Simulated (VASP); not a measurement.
# TiSi2: structure and properties in VASP, part 2 of 5

Aim: relax TiSi2, then compute properties on the relaxed cell. The start is a cell from a database of measured crystal structures.

VASP 6.6.1; PBEsol; plane waves and PAW (Ti_sv, Si).

So far. Step 2 (Full relaxation (PBEsol)): It ends with a largest force of 0.008 eV/Å and a pressure of -0.01 GPa. The volume lies -2.6 % from that of the database's start, which holds the thermal and zero-point expansion of its experiment.

### 3. Second relaxation

A relaxation keeps the plane waves of the cell it began with, so it is repeated from the new cell, on a basis made for it.

The input, INCAR:

```
SYSTEM = TiSi2
PREC = Accurate
ENCUT = 400
EDIFF = 1E-06
NELM = 100
ISMEAR = 0
SIGMA = 0.05
LREAL = .FALSE.
ALGO = Normal
GGA = PS
NBANDS = 26
LASPH = .TRUE.
LORBIT = 11
LWAVE = .FALSE.
LCHARG = .FALSE.
KPAR = 4
IBRION = 2
NSW = 60
ISIF = 3
EDIFFG = -0.01
```

The input, POSCAR:

```
TiSi2
1.0
    0.0000000000      4.0792144911      4.2552661240
    2.3804257403      0.0000000000      4.2552661240
    2.3804257403      4.0792144911      0.0000000000
Ti Si
2 4
Direct
    0.7500000000      0.7500000000      0.7500000000
    0.5000000000      0.5000000000      0.5000000000
    0.0865699639      0.4134300361      0.0865699639
    0.4134300361      0.0865699639      0.4134300361
    0.1634300361      0.8365699639      0.1634300361
    0.8365699639      0.1634300361      0.8365699639
```

The input, KPOINTS:

```
Automatic mesh
0
Gamma
7 7 7
0 0 0
```

PAW data sets: Ti_sv and Si (PBE family, release 64).

Command:

```bash
$ mpirun -np 4 vasp_std
```

What it wrote:

```text
[banner, memory and clock lines left out]
running    4 mpi-ranks, on    1 nodes
 distrk:  each k-point on    1 cores,    4 groups
 distr:  one band on    1 cores,    1 groups

 POSCAR found type information on POSCAR TiSi
 POSCAR found :  2 types and       6 ions
 [... a notice as in an earlier step ...]

 LDA part: xc-table for (Slater+PW92), standard interpolation
 POSCAR, INCAR and KPOINTS ok, starting setup
 FFT: planning ... GRIDC
 FFT: planning ... GRID_SOFT
 FFT: planning ... GRID
 WAVECAR not read
 entering main loop
       N       E                     dE             d eps       ncg     rms          rms(c)
DAV:   1     0.344039440326E+03    0.34404E+03   -0.16535E+04  3328   0.137E+03
DAV:   2    -0.282020751428E+01   -0.34686E+03   -0.34056E+03  3350   0.419E+02
DAV:   3    -0.443962800491E+02   -0.41576E+02   -0.40822E+02  5982   0.122E+02
DAV:   4    -0.471976795033E+02   -0.28014E+01   -0.27929E+01  4472   0.293E+01
DAV:   5    -0.473731514902E+02   -0.17547E+00   -0.17543E+00  5372   0.646E+00    0.196E+01
DAV:   6    -0.443077483792E+02    0.30654E+01   -0.38658E+01  4786   0.455E+01    0.699E+00
DAV:   7    -0.437490840453E+02    0.55866E+00   -0.74212E+00  4484   0.198E+01    0.531E+00
DAV:   8    -0.436700936017E+02    0.78990E-01   -0.78113E-01  4640   0.700E+00    0.107E+00
DAV:   9    -0.436617979351E+02    0.82957E-02   -0.12673E-01  4760   0.300E+00    0.505E-01
DAV:  10    -0.436622010956E+02   -0.40316E-03   -0.40526E-03  4420   0.508E-01    0.195E-01
DAV:  11    -0.436621583294E+02    0.42766E-04   -0.28309E-03  5294   0.396E-01    0.122E-01
DAV:  12    -0.436621138527E+02    0.44477E-04   -0.73893E-04  4802   0.213E-01    0.160E-02
DAV:  13    -0.436621105049E+02    0.33479E-05   -0.44761E-05  4598   0.594E-02    0.145E-02
DAV:  14    -0.436621097238E+02    0.78101E-06   -0.26735E-06  3556   0.133E-02
   1 F= -.43662110E+02 E0= -.43660418E+02  d E =-.436621E+02
 curvature:   0.00 expect dE= 0.000E+00 dE for cont linesearch  0.000E+00
 trial: gam= 0.00000 g(F)=  0.135E-04 g(S)=  0.606E-05 ort = 0.000E+00 (trialstep = 0.100E+01)
 search vector abs. value=  0.195E-04
 reached required accuracy - stopping structural energy minimisation
```

Wall time 16 s (4 MPI ranks of Intel Xeon 6975P-C (Granite Rapids), shared host); peak memory 0.92 GiB.

OUTCAR, selected parts (step 3):

```text
  LATTYP: Found a face centered orthorhombic cell.
 ALAT       =     4.7608514806
 B/A-ratio  =     1.7136491267
 C/A-ratio  =     1.7876071713

 Found     64 irreducible k-points:

   ENCUT  =  400.0 eV  29.40 Ry    5.42 a.u.   9.61  7.95  7.70*2*pi/ulx,y,z

   NELECT =      40.0000    total number of electrons

 E-fermi :  10.2829

 k-point     1 :       0.0000    0.0000    0.0000
  band No.  band energies     occupation
    ...
     17       7.9745      2.00000
     18       8.2684      2.00000
     19       8.5220      2.00000
     20       8.9318      2.00000
     21       9.3518      2.00000
     22      12.3749      0.00000
     23      13.4677      0.00000
     24      13.7377      0.00000
     25      13.7564      0.00000
     26      14.1832      0.00000

 k-point     2 :       0.1429    0.0000    0.0000
  band No.  band energies     occupation
    ...
     17       8.1058      2.00000
     18       8.2559      2.00000
     19       9.0005      2.00000
     20       9.0993      2.00000
     21       9.3416      2.00000
     22      12.1627      0.00000
     23      13.3122      0.00000
     24      13.3732      0.00000
     25      13.5616      0.00000
     26      13.7221      0.00000

  Total       -0.0050818     -0.0258264      0.0078373      0.0000000      0.0000000      0.0000000
  in kB       -0.0985236     -0.5007105      0.1519451      0.0000000      0.0000000      0.0000000
  external PRESSURE =      -0.1490963 kB  Pullay stress =       0.0000000 kB

 POSITION                                       TOTAL-FORCE (eV/Angst)
 -----------------------------------------------------------------------------------
      3.57064      6.11882      6.38290        -0.000000     -0.000000      0.000000
      2.38043      4.07921      4.25527         0.000000     -0.000000     -0.000000
      1.19021      0.70627      2.12763        -0.000000     -0.008359      0.000000
      1.19021      3.37294      2.12763        -0.000000      0.008359      0.000000
      2.38043      1.33333      4.25527        -0.000000      0.008359      0.000000
      2.38043      6.82510      4.25527        -0.000000     -0.008359      0.000000
 -----------------------------------------------------------------------------------
    total drift:                               -0.000000     -0.000000      0.000000

  FREE ENERGIE OF THE ION-ELECTRON SYSTEM (eV)
  ---------------------------------------------------
  free  energy   TOTEN  =       -43.6621097238 eV

  energy  without entropy=      -43.6587265951  energy(sigma->0) =      -43.66041816

 total charge
# of ion       s       p       d       tot
------------------------------------------
    1        2.177   6.174   2.088  10.439
    2        2.177   6.174   2.088  10.439
    3        0.769   0.869   0.000   1.638
    4        0.769   0.869   0.000   1.638
    5        0.769   0.869   0.000   1.638
    6        0.769   0.869   0.000   1.638
--------------------------------------------------
tot          7.431  15.824   4.177  27.431

[... 6 parts as in an earlier step ...]

[... 7 further parts left out ...]
```

Little changed from the start: no atom moved by 0.005 Å and no cell edge by 0.1 %.

Numbers from this step:

```
free energy (TOTEN)             : -43.66 eV
pressure                        : -0.01491 GPa
SCF cycles over all ionic steps : 14
```

It ends with a largest force of 0.008 eV/Å and a pressure of -0.01 GPa. The volume moved by under 0.01 %: the run met its threshold at the first step.

### 4. Single point with fields (PBEsol)

The relaxed cell gets a fresh self-consistent run, on a basis set for its own volume, to fix the density and to check the remaining stress.

INCAR, as its differences from that of step 3:

```diff
@@ -14,7 +14,5 @@
 LWAVE = .FALSE.
-LCHARG = .FALSE.
-KPAR = 4
-IBRION = 2
-NSW = 60
-ISIF = 3
-EDIFFG = -0.01
+LCHARG = .TRUE.
+ISIF = 2
+LELF = .TRUE.
+LVHAR = .TRUE.
```

POSCAR is that of step 3.

KPOINTS is that of step 3.

Command:

```bash
$ mpirun -np 4 vasp_std
```

What it wrote:

```text
[banner, memory and clock lines left out]
running    4 mpi-ranks, on    1 nodes
 distrk:  each k-point on    4 cores,    1 groups
 distr:  one band on    1 cores,    4 groups

 POSCAR found type information on POSCAR TiSi
 POSCAR found :  2 types and       6 ions
 [... a notice as in an earlier step ...]

 LDA part: xc-table for (Slater+PW92), standard interpolation
|                                                                             |
|           W    W    AA    RRRRR   N    N  II  N    N   GGGG   !!!           |
|           W    W   A  A   R    R  NN   N  II  NN   N  G    G  !!!           |
|           W    W  A    A  R    R  N N  N  II  N N  N  G       !!!           |
|           W WW W  AAAAAA  RRRRR   N  N N  II  N  N N  G  GGG   !            |
|           WW  WW  A    A  R   R   N   NN  II  N   NN  G    G                |
|           W    W  A    A  R    R  N    N  II  N    N   GGGG   !!!           |
|                                                                             |
|     The number of bands has been changed from the values supplied in        |
|     The orbitals not found in the WAVECAR file will be initialized with     |
|     random numbers, which is usually adequate. For correlated               |
|     calculations, however, you should redo the groundstate calculation.     |
|     I found NBANDS = 26. Now, NBANDS = 28.                                  |
|                                                                             |

 POSCAR, INCAR and KPOINTS ok, starting setup
 FFT: planning ... GRIDC
 FFT: planning ... GRID_SOFT
 FFT: planning ... GRID
 WAVECAR not read
 entering main loop
       N       E                     dE             d eps       ncg     rms          rms(c)
DAV:   1     0.345521197265E+03    0.34552E+03   -0.16410E+04  3584   0.127E+03
DAV:   2    -0.469189012401E+01   -0.35021E+03   -0.34172E+03  3600   0.395E+02
DAV:   3    -0.444450977063E+02   -0.39753E+02   -0.39029E+02  6240   0.114E+02
DAV:   4    -0.472127533224E+02   -0.27677E+01   -0.27560E+01  4968   0.272E+01
DAV:   5    -0.473733212743E+02   -0.16057E+00   -0.16052E+00  5548   0.572E+00    0.196E+01
DAV:   6    -0.443218758088E+02    0.30514E+01   -0.34430E+01  5104   0.422E+01    0.703E+00
DAV:   7    -0.437568889764E+02    0.56499E+00   -0.66116E+00  4852   0.189E+01    0.544E+00
DAV:   8    -0.436742022045E+02    0.82687E-01   -0.80763E-01  4860   0.701E+00    0.124E+00
DAV:   9    -0.436617277784E+02    0.12474E-01   -0.13908E-01  5020   0.313E+00    0.514E-01
DAV:  10    -0.436623798793E+02   -0.65210E-03   -0.51000E-03  4720   0.545E-01    0.236E-01
DAV:  11    -0.436622254490E+02    0.15443E-03   -0.48368E-03  5156   0.521E-01    0.151E-01
DAV:  12    -0.436621112682E+02    0.11418E-03   -0.10870E-03  4960   0.264E-01    0.154E-02
DAV:  13    -0.436621105040E+02    0.76419E-06   -0.32528E-05  4596   0.508E-02    0.154E-02
DAV:  14    -0.436621099134E+02    0.59062E-06   -0.22527E-06  4332   0.124E-02
   1 F= -.43662110E+02 E0= -.43660418E+02  d E =-.338318E-02
```

It took 19 s on 4 MPI ranks; peak memory 0.6 GiB; 75 s of CPU time.

From OUTCAR (step 4):

```text
 Found     64 irreducible k-points:

   k-points           NKPTS =     64   k-points in BZ     NKDIM =     64   number of bands    NBANDS=     28

   NELECT =      40.0000    total number of electrons

 E-fermi :  10.2828

 k-point     1 :       0.0000    0.0000    0.0000
  band No.  band energies     occupation
    ...
     17       7.9745      2.00000
     18       8.2685      2.00000
     19       8.5220      2.00000
     20       8.9317      2.00000
     21       9.3517      2.00000
     22      12.3748      0.00000
     23      13.4676      0.00000
     24      13.7268      0.00000
     25      13.7549      0.00000
     26      13.8448      0.00000
    ...

 k-point     2 :       0.1429    0.0000    0.0000
  band No.  band energies     occupation
    ...
     17       8.1058      2.00000
     18       8.2559      2.00000
     19       9.0004      2.00000
     20       9.0993      2.00000
     21       9.3415      2.00000
     22      12.1626      0.00000
     23      13.3121      0.00000
     24      13.3731      0.00000
     25      13.5614      0.00000
     26      13.7174      0.00000
    ...

  Total        0.0018554     -0.0183409      0.0156789      0.0000000      0.0000000      0.0000000
  in kB        0.0359724     -0.3555852      0.3039750      0.0000000      0.0000000      0.0000000
  external PRESSURE =      -0.0052126 kB  Pullay stress =       0.0000000 kB

 POSITION                                       TOTAL-FORCE (eV/Angst)
 -----------------------------------------------------------------------------------
      3.57064      6.11882      6.38290        -0.000000     -0.000000      0.000000
      2.38043      4.07921      4.25527         0.000000      0.000000     -0.000000
      1.19021      0.70627      2.12763         0.000000     -0.008437      0.000000
      1.19021      3.37294      2.12763         0.000000      0.008437      0.000000
      2.38043      1.33333      4.25527         0.000000      0.008437     -0.000000
      2.38043      6.82510      4.25527         0.000000     -0.008437     -0.000000
 -----------------------------------------------------------------------------------
    total drift:                               -0.000000     -0.000000      0.000000

  FREE ENERGIE OF THE ION-ELECTRON SYSTEM (eV)
  ---------------------------------------------------
  free  energy   TOTEN  =       -43.6621099134 eV

  energy  without entropy=      -43.6587267288  energy(sigma->0) =      -43.66041832

[... 9 parts as in an earlier step ...]

[... 5 further parts left out ...]
```

This step gave:

```
SCF cycles : 14
bands      : 28
pressure   : -5.21e-4 GPa
```

Valence electrons inside each PAW sphere by angular momentum. Sphere charges, by row:

| atom | s (e) | p (e) | d (e) | tot (e) |
| --- | --- | --- | --- | --- |
| Ti1 | 2.177 | 6.174 | 2.088 | 10.44 |
| Ti2 | 2.177 | 6.174 | 2.088 | 10.44 |
| Si3 | 0.769 | 0.869 | 0 | 1.638 |
| Si4 | 0.769 | 0.869 | 0 | 1.638 |
| Si5 | 0.769 | 0.869 | 0 | 1.638 |
| Si6 | 0.769 | 0.869 | 0 | 1.638 |

Valence density in the bc plane of the conventional cell at fractional x = 0.000, with atoms of Ti and Si within 0.2 Å of it. It is the smooth field of the valence electrons, not physical close to the nuclei.

Ten steps, logarithmic in the rise over the least value, from '_' (0 e/Å³) to '@' (13 e/Å³), each cell a mean:
```
::----..::----::::==##@@%%**--::----::..::----
::::----------::::--++****==::::::----------::
::::--------::::::::------::::::::::------::::
::::::----::::::::::::::::::::::::::::--::::::
::::::::::::::::::::::::::::::::::::::::::::::
::::::::::::::::::::::::::::::::::::::::::::::
::::::::::::::::::::::::::::::::::::::::::::::
::::::::::::::::--::::::::::::--::::::::::::::
----::::::::--------::::::::------::::::::::--
**++--::::----------::::::----------::::::==**
@@##==::::----::::----::----::..::----::--**%%
@@%%++::::----____::--::----::__::----::--**@@
%%**==::::----::::----::::----::------::--++##
++==::::::::--------::::::----------::::::--==
::::::::::::::----::::::::::------::::::::::::
::::::::::::::::::::::::::::::::::::::::::::::
::----::::::::::::::::::::::::::::::::::::--::
::::::::::::::::::----::::--::::::::::::::::::
::::::::::::::::::::::::::::::::::::::::::::::
::::::----::::::::::::::::::::::::::------::::
::::--------::::::::--====--::::::----------::
::----::------::::==**%%##++--::------::----::
::--::__..----::::++%%@@@@**--::----::__::----
```
Columns run along b (8.2 Å), rows up along c (8.5 Å), edges of the conventional cell, whose origin can differ from the input's. Atoms in or near the plane, at fractional coordinates: Ti at (0.50, 0.00), Ti at (0.00, 0.50), Si at (0.16, 0.00), Si at (0.66, 0.50), Si at (0.84, 0.00), Si at (0.34, 0.50).

Electrostatic potential energy in the bc plane of the conventional cell at fractional x = 0.000, with atoms of Ti and Si within 0.2 Å of it. With pseudopotentials it is smooth inside the atoms' cores, unlike the true potential.

Ten even steps from '_' (-84 eV) to '@' (1 eV), each cell a mean:
```
@@%%==____==%%@@@@##--::::++%%@@@@**..__..**@@
@@@@##++++##@@@@@@%%**++++##@@@@@@%%**==**%%@@
@@@@@@@@@@@@@@@@@@@@@@%%%%@@@@@@@@@@@@%%@@@@@@
@@@@@@@@@@@@@@@@@@@@@@@@@@@@@@@@@@@@@@@@@@@@@@
@@@@@@@@@@@@@@@@@@@@@@@@@@@@@@@@@@@@@@@@@@@@@@
@@@@@@@@@@@@@@@@@@@@@@@@@@@@@@@@@@@@@@@@@@@@@@
@@@@@@@@@@@@@@@@@@@@@@@@@@@@@@@@@@@@@@@@@@@@@@
@@@@@@@@@@@@@@@@@@@@@@@@@@@@@@@@@@@@@@@@@@@@@@
%%@@@@@@@@@@@@@@@@@@@@@@@@@@@@@@@@@@@@@@@@@@%%
++**%%@@@@@@##++++##@@@@@@%%**++**%%@@@@@@##++
::==##@@@@%%==____==%%@@@@**..__..**@@@@%%++--
::--**@@@@%%--____--%%@@@@**______**@@@@%%==::
--++%%@@@@%%++::::**%%@@@@##--..--##@@@@@@**--
##%%@@@@@@@@%%####%%@@@@@@@@%%##%%@@@@@@@@%%##
@@@@@@@@@@@@@@@@@@@@@@@@@@@@@@@@@@@@@@@@@@@@@@
@@@@@@@@@@@@@@@@@@@@@@@@@@@@@@@@@@@@@@@@@@@@@@
@@@@@@@@@@@@@@@@@@@@@@@@@@@@@@@@@@@@@@@@@@@@@@
@@@@@@@@@@@@@@@@@@@@@@@@@@@@@@@@@@@@@@@@@@@@@@
@@@@@@@@@@@@@@@@@@@@@@@@@@@@@@@@@@@@@@@@@@@@@@
@@@@@@@@@@@@@@@@@@@@@@@@@@@@@@@@@@@@@@@@@@@@@@
@@@@%%%%%%%%@@@@@@@@%%####%%@@@@@@@@%%##%%@@@@
@@%%**::::**@@@@@@%%++--==**@@@@@@##==::==%%@@
@@%%--____--%%@@@@**--::::==%%@@@@**______**@@
```
Columns run along b (8.2 Å; values clipped at the 3rd and 97th percentile), rows up along c (8.5 Å), edges of the conventional cell, whose origin can differ from the input's. Atoms in or near the plane, at fractional coordinates: Ti at (0.50, 0.00), Ti at (0.00, 0.50), Si at (0.16, 0.00), Si at (0.66, 0.50), Si at (0.84, 0.00), Si at (0.34, 0.50).

ELF in the bc plane of the conventional cell at fractional x = 0.000, with atoms of Ti and Si within 0.2 Å of it. It is the smooth field of the valence electrons, not physical close to the nuclei.

Ten even steps from '0' (0.12) to '9' (0.94), each cell a mean:
```
45311575016983036631254
24556764102431036765553
02577654210000234567641
02455323443234432245531
23443102566556631024542
45542002555455531013554
56652013443224541014665
33443235542013554224543
00133467752014676543210
32014676554235666763013
86115752135445213662038
97215740035554102662049
64015764344345435762026
10024667763124677653101
11333346652013665433321
45552123542113542114554
56652002454334531013665
34542002565556531013544
12453112555455531124531
02566433431112333456631
13677664200110135677642
34534675104652036753454
45300475027994027620145
```
Columns run along b (8.2 Å), rows up along c (8.5 Å), edges of the conventional cell, whose origin can differ from the input's. Atoms in or near the plane, at fractional coordinates: Ti at (0.50, 0.00), Ti at (0.00, 0.50), Si at (0.16, 0.00), Si at (0.66, 0.50), Si at (0.84, 0.00), Si at (0.34, 0.50).

In this run the pressure is 0.00 GPa, small enough to go on.

[end of part 2 of 5]

[Lines on the potential files, build, host, timing and source positions are cut from VASP's logs without a mark.]

[Logs are printed without paths, hosts, clocks, repeated set-up lines and the standing remarks that a program may print on its own settings, such as how far it seeks lower states.]

[Hosts, paths, dates, database ids (printed as entryN), source tags and the programs' standing remarks are cut or masked in the printed files.]

[A measured line is paired with the nearest computed mode of its activity, which favours agreement.]
